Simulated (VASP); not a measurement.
```yaml
crystal:
  lattice:
    - [1.23367, -2.13678, 0.00000]
    - [1.23367, 2.13678, 0.00000]
    - [0.00000, 0.00000, 7.92714]
  atoms:
    - { symbol: C, position: [0.00000, 0.00000, 0.25000] }
    - { symbol: C, position: [0.00000, 0.00000, 0.75000] }
    - { symbol: C, position: [0.33333, 0.66667, 0.25000] }
    - { symbol: C, position: [0.66667, 0.33333, 0.75000] }
```

These are PBE GGA, VASP's PBE PAW potentials (set 64) (plane waves; VASP) values and carry that method's errors. Settings: 520 eV cut-off, Gaussian smearing of 0.050 eV, potentials C.

Without a dispersion term in the relaxation, distances and binding between the weakly bound layers, chains or molecules are unreliable, and so is what depends on them.

Task: Estimate the band gap (along the path) with the smallest direct gap where there is one.

Result: 
- band gap (along the path) = none (metal, semimetal or under 0.01 eV)

Only differences to runs with the same potentials and settings are physical.

The compound is C in the graphite structure. It was relaxed first, which changed the volume by +19 %.
